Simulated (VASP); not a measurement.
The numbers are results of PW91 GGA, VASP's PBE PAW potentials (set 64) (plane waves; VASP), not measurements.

VASP ran on this input.

**POSCAR**
```
NaI
1
    0.0000000000     3.2637698198     3.2637698198
    3.2637698198     0.0000000000     3.2637698198
    3.2637698198     3.2637698198     0.0000000000
Na I
1 1
Direct
  0.0000000000   0.0000000000   0.0000000000
  0.5000000000   0.5000000000   0.5000000000
```

### INCAR
```
# general
SYSTEM =NaI
PREC   =Accurate
ENCUT  =520   # plane-wave cut-off (eV)
LREAL  =F
LASPH  =T
ICHARG =11

# electronic loop
EDIFF  =1E-7   # SCF stop (eV)
NELM   =100
ALGO   =Normal   # blocked Davidson
LMAXMIX=4   # l cut-off of mixed one-centre charges

# smearing
ISMEAR =0   # Gaussian
SIGMA  =0.05   # width (eV)

# functional
GGA    =91   # PW91

# output
LWAVE  =F
LCHARG =F
LORBIT =11
```

**KPOINTS**
```
k-points along high-symmetry lines
15
Line-mode
Reciprocal
  0.000000   0.000000   0.000000 ! GAMMA
  0.500000   0.000000   0.500000 ! X

  0.500000   0.000000   0.500000 ! X
  0.625000   0.250000   0.625000 ! U

  0.375000   0.375000   0.750000 ! K
  0.000000   0.000000   0.000000 ! GAMMA

  0.000000   0.000000   0.000000 ! GAMMA
  0.500000   0.500000   0.500000 ! L

  0.500000   0.500000   0.500000 ! L
  0.500000   0.250000   0.750000 ! W

  0.500000   0.250000   0.750000 ! W
  0.500000   0.000000   0.500000 ! X
```

POTCAR, in this order: Na_pv I (PBE.64 set). Program: vasp_std. Read from the step before: CHGCAR.

Output

### OSZICAR
```
       N       E                     dE             d eps       ncg     rms          rms(c)
DAV:   1     0.752340459200E+02    0.75234E+02   -0.68853E+03  1988   0.113E+03
DAV:   2     0.111011529621E+01   -0.74124E+02   -0.69321E+02  2145   0.232E+02
DAV:   3    -0.484203569786E+01   -0.59522E+01   -0.59083E+01  2405   0.660E+01
DAV:   4    -0.501255306729E+01   -0.17052E+00   -0.17040E+00  2356   0.119E+01
DAV:   5    -0.501738669569E+01   -0.48336E-02   -0.48335E-02  2353   0.208E+00
DAV:   6    -0.501761165387E+01   -0.22496E-03   -0.22496E-03  2837   0.437E-01
DAV:   7    -0.501761426397E+01   -0.26101E-05   -0.26101E-05  2395   0.378E-02
DAV:   8    -0.501761440611E+01   -0.14214E-06   -0.14212E-06  2143   0.743E-03
DAV:   9    -0.501761440908E+01   -0.29768E-08   -0.29891E-08  1528   0.147E-03
   1 F= -.50176144E+01 E0= -.50176144E+01  d E =-.106270E-13
```

File OUTCAR:
```
 val. band max:        0.5933498791   @ k =   0.0000   0.0000   0.0000

 cond. band min:       4.1894724539   @ k =   0.0000   0.0000   0.0000



 k-point     1 :       0.0000    0.0000    0.0000
  band No.  band energies     occupation
      1     -21.9413      2.00000
      2     -21.9413      2.00000
      3     -21.9413      2.00000
      4     -10.3371      2.00000
      5       0.5933      2.00000
      6       0.5933      2.00000
      7       0.5933      2.00000
      8       4.1895      0.00000
      9       8.5123      0.00000
     10       8.5123      0.00000
     11       8.5123      0.00000

 k-point     2 :       0.0357    0.0000    0.0357
  band No.  band energies     occupation
      1     -21.9414      2.00000
      2     -21.9413      2.00000
      3     -21.9413      2.00000
      4     -10.3326      2.00000
      5       0.5486      2.00000
      6       0.5827      2.00000
      7       0.5827      2.00000
      8       4.2545      0.00000
      9       8.4376      0.00000
     10       8.5412      0.00000
     11       8.5412      0.00000

 k-point     3 :       0.0714    0.0000    0.0714
  band No.  band energies     occupation
      1     -21.9415      2.00000
      2     -21.9414      2.00000
      3     -21.9414      2.00000
      4     -10.3192      2.00000
      5       0.4250      2.00000
      6       0.5517      2.00000
      7       0.5517      2.00000
      8       4.4376      0.00000
      9       8.2450      0.00000
     10       8.6267      0.00000
     11       8.6267      0.00000

 k-point     4 :       0.1071    0.0000    0.1071
  band No.  band energies     occupation
      1     -21.9417      2.00000
      2     -21.9415      2.00000
      3     -21.9415      2.00000
      4     -10.2976      2.00000
      5       0.2469      2.00000
      6       0.5027      2.00000
      7       0.5027      2.00000
      8       4.7092      0.00000
      9       7.9917      0.00000
     10       8.7654      0.00000
...
```

The density is held fixed in this step, so its total energy and stress have no physical meaning. Unless said otherwise, spin-orbit coupling is left out, though it shifts the bands of the heavy elements here.

The compound is NaI in the rock salt structure. It was relaxed first.
